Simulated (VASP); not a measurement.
Calculation: PBE GGA with D3 dispersion (zero damping), VASP's PBE PAW potentials (set 64) (plane waves; VASP).

VASP ran on this input.

KPOINTS:
```
Automatic mesh
0
gamma
 11 11 11
0 0 0
```

POSCAR:
```
MgO
1
    0.0000000000     2.0824088940     2.0824088940
    2.0824088940     0.0000000000     2.0824088940
    2.0824088940     2.0824088940     0.0000000000
Mg O
1 1
Direct
  0.0000000000   0.0000000000   1.0000000000
  0.5000000000   0.5000000000   0.5000000000
```

**INCAR**
```
! general
SYSTEM=MgO
PREC  =Accurate
ENCUT =520
LREAL =.FALSE.
LASPH =.TRUE.

! electronic loop
EDIFF =1E-7
NELM  =100
ALGO  =Normal

! smearing
ISMEAR=0
SIGMA =0.05

! functional
GGA   =PE
IVDW  =11

! ions
ISIF  =2

! output
LWAVE =.FALSE.
LCHARG=.FALSE.
```

POTCAR, in this order: Mg O (PBE.64 set). Program: vasp_std.

Output

OSZICAR:
```
       N       E                     dE             d eps       ncg     rms          rms(c)
DAV:   1     0.139827705515E+02    0.13983E+02   -0.48223E+03  1008   0.886E+02
DAV:   2    -0.130958269880E+02   -0.27079E+02   -0.25947E+02  1080   0.144E+02
DAV:   3    -0.134459905725E+02   -0.35016E+00   -0.35016E+00  1128   0.188E+01
DAV:   4    -0.134465179052E+02   -0.52733E-03   -0.52733E-03  1256   0.681E-01
DAV:   5    -0.134465180524E+02   -0.14728E-06   -0.14728E-06  1200   0.910E-03    0.726E+00
DAV:   6    -0.118956280390E+02    0.15509E+01   -0.98055E+00   896   0.224E+01    0.221E+00
DAV:   7    -0.118827653092E+02    0.12863E-01   -0.35686E-02   984   0.242E+00    0.131E+00
DAV:   8    -0.118778165018E+02    0.49488E-02   -0.22208E-02   896   0.229E+00    0.142E-01
DAV:   9    -0.118777635765E+02    0.52925E-04   -0.33712E-04  1360   0.162E-01    0.690E-02
DAV:  10    -0.118778653837E+02   -0.10181E-03   -0.11835E-04   920   0.117E-01    0.521E-03
DAV:  11    -0.118778654904E+02   -0.10669E-06   -0.47229E-07  1360   0.769E-03    0.234E-03
DAV:  12    -0.118778653887E+02    0.10170E-06   -0.26686E-07   944   0.461E-03    0.217E-04
DAV:  13    -0.118778653809E+02    0.77974E-08   -0.22427E-09   576   0.601E-04
   1 F= -.12312464E+02 E0= -.12312464E+02  d E =-.676956E-11
```

OUTCAR:
```
------------------------ aborting loop because EDIFF is reached ----------------------------------------
 Edisp (eV)   -0.43460
  FORCE on cell =-STRESS in cart. coord.  units (eV):
  Direction    XX          YY          ZZ          XY          YZ          ZX
  --------------------------------------------------------------------------------------
  Total       0.60608     0.60608     0.60608     0.00000    -0.00000     0.00000
  in kB      53.76696    53.76696    53.76696     0.00000    -0.00000     0.00000
  external pressure =       53.77 kB  Pullay stress =        0.00 kB
  volume of cell :       18.06
      direct lattice vectors                 reciprocal lattice vectors
     0.000000000  2.082408894  2.082408894    -0.240106543  0.240106543  0.240106543
     2.082408894  0.000000000  2.082408894     0.240106543 -0.240106543  0.240106543
     2.082408894  2.082408894  0.000000000     0.240106543  0.240106543 -0.240106543
  FREE ENERGIE OF THE ION-ELECTRON SYSTEM (eV)
  ---------------------------------------------------
  free  energy   TOTEN  =       -12.3124635576 eV

  energy  without entropy=      -12.3124635576  energy(sigma->0) =      -12.31246356
```
(Selected blocks of OUTCAR.)

The compound is MgO in the rock salt structure. This cell is one point of a volume scan, at 0.97 of the reference volume.
